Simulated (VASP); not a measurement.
Hf2Pd2Se2Br2O3 under changes of volume

One of the cells (22.706 Å³/atom); the others are scaled copies at fixed shape and fractional positions:

```
Hf Pd Se Br O
1.0
     5.79713    0.00000    0.00000
    -2.89856    5.02046    0.00000
     0.00000    0.00000    8.58193
Hf Pd Se Br O
2 2 2 2 3
Direct
  0.33333 0.66667 0.54201
  0.66667 0.33333 0.54201
  0.33333 0.66667 0.12880
  0.66667 0.33333 0.12880
  0.33333 0.66667 0.85572
  0.66667 0.33333 0.85572
  0.00000 0.00000 0.13895
  0.00000 0.00000 0.65384
  0.50000 0.00000 0.42963
  0.00000 0.50000 0.42963
  0.50000 0.50000 0.42963
```

The cell was built by a generator and needn't be a form met in nature.

```yaml
Program: VASP 6.6.1
Functional: PBE
Potentials_or_basis: VASP PAW PBE potentials, release 64 (Hf_pv, Pd, Se, Br, O)
Cutoff: 520 eV
k_mesh: 6 × 6 × 3
Occupations: fermi-dirac, width 0.05 eV
Spin: no spin polarisation
```

```tsv
volume (Å³/atom)	energy over the lowest point (meV/atom)	pressure (GPa)	largest force (eV/Å)
20.926	?	?	?
21.371	5.71	3.0	0.637
21.816	0.00	1.1	0.231
22.706	2.49	-2.0	0.619
23.152	9.74	-3.3	0.977
23.597	20.45	-4.4	1.309
```

Task: What does the run at 20.926 Å³/atom give?

Result: Energy over the lowest point 16.80 meV/atom; pressure 5.0 GPa; largest force 1.124 eV/Å.

Worked out: A Birch-Murnaghan fit of order 3 (a polynomial in V^(-2/3)) to the other rows has its minimum at 22.13 Å³/atom with B0 = V·E''(V) = 79 GPa and B' = 4.5 at fixed shape and positions, which overstates the stiffness. It gives 16.77 meV/atom at 20.926 Å³/atom, against the run's 16.80, and -dE/dV = 5.0 GPa, against 5.0.

Energies are extrapolated to zero smearing.

Caveats: forces of over 1 eV/Å show positions far from the minimum, so gaps and moduli don't describe the material at rest (some runs).
